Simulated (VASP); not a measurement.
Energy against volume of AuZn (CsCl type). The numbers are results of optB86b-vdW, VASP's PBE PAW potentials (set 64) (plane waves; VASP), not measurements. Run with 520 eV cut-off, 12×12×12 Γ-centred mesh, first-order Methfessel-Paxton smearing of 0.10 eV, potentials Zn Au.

```csv
V (Å³/atom),E (eV/atom)
14.809,0.37728
15.282,0.35649
15.755,0.34975
16.227,0.35460
```

Task: Fit these four points and predict the energy of the run at 16.700 Å³/atom.

Result: A cubic in V^(−2/3), the third-order Birch-Murnaghan form, passes through the four points with V0 = 15.78 Å³/atom and B0 = 130 GPa, and gives 0.3690 eV/atom there. The run gave 0.3688 eV/atom, -0.2 meV/atom from the fit; all five points give B0 = 129 GPa.

The compound is AuZn in the CsCl type structure. It was relaxed first.
